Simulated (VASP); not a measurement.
VASP ran on this input.

INCAR:
```
! general
SYSTEM  = Nb6PtAu
PREC    = Accurate
ENCUT   = 300
LREAL   = .False.
LASPH   = .True.

! electronic loop
EDIFF   = 1E-6
NELM    = 100
ALGO    = Normal
LMAXMIX = 6

! smearing
ISMEAR  = -1
SIGMA   = 0.05

! functional
GGA     = PS

! ions
IBRION  = 2
NSW     = 50
ISIF    = 3
EDIFFG  = -0.01

! output
LWAVE   = .False.
LCHARG  = .False.
```

### POSCAR
```
Nb6PtAu
1
    5.1461770000     0.0000000000     0.0000000000
    0.0000000000     5.1461770000     0.0000000000
    0.0000000000     0.0000000000     5.1461770000
Nb Pt Au
6 1 1
Direct
  0.0000000000   0.5000000000   0.7539400000
  0.0000000000   0.5000000000   0.2460600000
  0.7539400000   0.0000000000   0.5000000000
  0.2460600000   0.0000000000   0.5000000000
  0.5000000000   0.7539400000   0.0000000000
  0.5000000000   0.2460600000   0.0000000000
  0.0000000000   0.0000000000   0.0000000000
  0.5000000000   0.5000000000   0.5000000000
```

**KPOINTS**
```
Automatic mesh
0
Gamma
5 5 5
0 0 0
```

POTCAR, in this order: Nb_sv Pt Au (PBE.64 set). Program: vasp_std.

### Question
Translate this PBEsol calculation to Ansatz.

### Answer
One equivalent input (not run):
Ansatz 0.2 input:
```yaml
crystal:
  lattice:
    - [5.1461770, 0.0000000, 0.0000000]
    - [0.0000000, 5.1461770, 0.0000000]
    - [0.0000000, 0.0000000, 5.1461770]
  atoms:
    - { symbol: Nb, position: [0.0000000, 0.5000000, 0.7539400] }
    - { symbol: Nb, position: [0.0000000, 0.5000000, 0.2460600] }
    - { symbol: Nb, position: [0.7539400, 0.0000000, 0.5000000] }
    - { symbol: Nb, position: [0.2460600, 0.0000000, 0.5000000] }
    - { symbol: Nb, position: [0.5000000, 0.7539400, 0.0000000] }
    - { symbol: Nb, position: [0.5000000, 0.2460600, 0.0000000] }
    - { symbol: Pt, position: [0.0000000, 0.0000000, 0.0000000] }
    - { symbol: Au, position: [0.5000000, 0.5000000, 0.5000000] }
kpoints:
  mp_grid: { grid: [5, 5, 5] }
hamiltonian:
  xc: pbesol
  pseudopotentials: { kind: paw }
scf:
  occupations: { method: fermi_dirac, width: 0.05 }
  max_iter: 100
relax:
  max_steps: 50
  f_tol: 0.01
  cell: {}
output: { forces: true, stress: true, eigenvalues: true }
```
What does not carry over: each code has its own PAW files, so the cut-off isn't converted (ENCUT is set for VASP's; basis.ecutwfc is left out, and Ansatz then takes the one that its files recommend); Ansatz stops its SCF on the density residual and VASP on the energy change (EDIFF).

The structure comes from a computed database's Nb6PtAu entry (Pm-3); how it stands against other phases isn't given here. This run relaxes it. Symmetry was kept, so distortions that lower it aren't found. The run is one of a series of settings (EDIFFG = -0.01, IBRION = 2, ISIF = 3, NSW = 50 against the base run), some of them coarse on purpose.
